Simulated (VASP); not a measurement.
**GaAs: Born charges and dielectric tensor with PBE**

The system is GaAs.

```
Ga As
1.0
     0.00000    2.87790    2.87790
     2.87790    0.00000    2.87790
     2.87790    2.87790    0.00000
Ga As
1 1
Direct
  0.00000 0.00000 0.00000
  0.25000 0.25000 0.25000
```

```yaml
Program: VASP 6.6.1
Task: Born charges and dielectric tensor
Functional: PBE
Potentials_or_basis: VASP PAW PBE potentials, release 64 (Ga_d, As)
Cutoff: 520 eV
k_mesh: 4 × 4 × 4
Occupations: gaussian, width 0.02 eV
Spin: no spin polarisation
Further_INCAR_settings: ALGO = Normal; EDIFF = 1e-08; IBRION = 8; NSW = 1
```

* Band gap on the k mesh: 0.11 eV, direct
* Electronic dielectric tensor (diagonal): 9596.35
* Born charges (mean of the diagonal): Ga +13.76; As -13.76 e
* Highest phonon frequency at Γ, LO-TO splitting left out: 253 cm⁻¹

Levels at points of the mesh, in eV from the valence-band top:
| k point | band 5 | band 6 | band 7 | band 8 | band 9 | band 10 | band 11 | band 12 | band 13 |
| --- | --- | --- | --- | --- | --- | --- | --- | --- | --- |
| (0.00, 0.00, 0.00) | -14.72 | -12.36 | 0.00 | 0.00 | 0.00 | 0.11 | 3.68 | 3.68 | 3.68 |
| (0.50, 0.00, 0.00) | -14.71 | -10.74 | -6.38 | -1.07 | -1.07 | 0.83 | 4.58 | 4.58 | 7.68 |
| (0.50, 0.50, 0.00) | -14.70 | -10.07 | -6.61 | -2.51 | -2.51 | 1.53 | 1.66 | 9.72 | 9.72 |

Phonon frequencies in cm⁻¹ (negative: imaginary):
```tsv
q point	frequencies
(0.000, 0.000, 0.000)	0 0 0 253 253 253
```

Electronic dielectric tensor:
```
9596.35    0.00    0.00
   0.00 9596.35    0.00
   0.00    0.00 9596.35
```

Born effective charge tensors (e):
atom 1, Ga
```
13.76  0.00  0.00
 0.00 13.76  0.00
 0.00  0.00 13.76
```
atom 2, As
```
-13.76   0.00   0.00
  0.00 -13.76   0.00
  0.00   0.00 -13.76
```

Run time: 3.8 min on 1 thread of Intel(R) Xeon(R) Platinum 8259CL CPU @ 2.50GHz (Skylake/Cascade Lake), on a shared host, peak memory 0.2 GiB.

Caveat: the k mesh is coarse (spacing up to 0.47 Å⁻¹), so the values aren't converged; the gap is small at this level, which inflates the dielectric constant. As with any semilocal functional, this PBE gap is likely too small.
